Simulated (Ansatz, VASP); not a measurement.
One calculation of Li2Cu, two programs

The input INCAR:

```
SYSTEM = Li2Cu
PREC = Accurate
ENCUT = 600
EDIFF = 1E-6
ISMEAR = 0
SIGMA = 0.1
LREAL = .False.
LASPH = .True.
NELM = 80
ALGO = Normal
ISIF = 3
LWAVE = .False.
LCHARG = .False.
GGA = PE
IBRION = 2
NSW = 90
EDIFFG = -0.04
```

Contents of KPOINTS:

```
Automatic mesh
0
Gamma
  6 6 4
  0 0 0
```

POSCAR

```
Li2Cu
1.0
    2.9695048800      0.0000000000      0.0000000000
   -1.4847524400      2.5716666600      0.0000000000
    0.0000000000      0.0000000000      7.0608084000
Li Cu
2 1
Direct
    0.6666666700      0.3333333300      0.6725480300
    0.3333333300      0.6666666700      0.3274519700
    0.0000000000      0.0000000000      0.0000000000
```

Input for Ansatz:

```yaml
crystal:
  lattice:
    - [2.96950488, 0.0, 0.0]
    - [-1.48475244, 2.57166666, 0.0]
    - [0.0, 0.0, 7.0608084]
  atoms:
    - { symbol: Li, position: [0.66666667, 0.33333333, 0.67254803] }
    - { symbol: Li, position: [0.33333333, 0.66666667, 0.32745197] }
    - { symbol: Cu, position: [0.0, 0.0, 0.0] }
basis:
  ecutwfc: 420
kpoints:
  mp_grid: { grid: [6, 6, 4] }
hamiltonian:
  xc: pbe
scf:
  occupations: { method: gaussian, width: 0.1 }
  lower_state_search: "off"
output:
  forces: true
  stress: true
  eigenvalues: true
relax:
  adjacent_minimum: "off"
  f_tol: 0.04
  max_steps: 70
  cell: { stress_tol: 0.4 }
```

Alike in both runs: task relaxation of cell and atoms; functional PBE; k mesh 6 × 6 × 4; occupations gaussian, width 0.1 eV; no spin polarisation.

|  | VASP | Ansatz |
| --- | --- | --- |
| version | VASP 6.6.1 | Ansatz 0.2.0 |
| potentials or method | VASP PAW PBE potentials, release 64 (Li_sv, Cu) | scalar-relativistic, plane waves, PAW |
| plane-wave cutoff (eV) | 600 | 420 |
| valence electrons in the cell | 17 | 25 |

VASP gave:

- gap on the k mesh at the Fermi level, each at its own relaxed structure (eV): none
- relaxed volume (Å³/atom): 14.58
- relaxed cell length with the largest relative difference (Å): 6.524
- energy change over the relaxation (meV/atom): -97

Problem. What did Ansatz give for the same quantities?

Solution. gap on the k mesh at the Fermi level, each at its own relaxed structure (eV): none; relaxed volume (Å³/atom): 14.65; relaxed cell length with the largest relative difference (Å): 6.553; energy change over the relaxation (meV/atom): -97.

A gap of «none» marks a metal or a gap that the smearing closes. The two sets of potentials don't hold the same shells in valence.

Caveats: the k mesh is coarse (spacing up to 0.41 Å⁻¹), so the values aren't converged; the cutoff is under 1.25 times the usual one of these potentials, so pressure, stress and relaxed cells hold a basis-set (Pulay) error (VASP); the volume moved by over 15 % at a fixed basis, so the end points are rough (VASP).
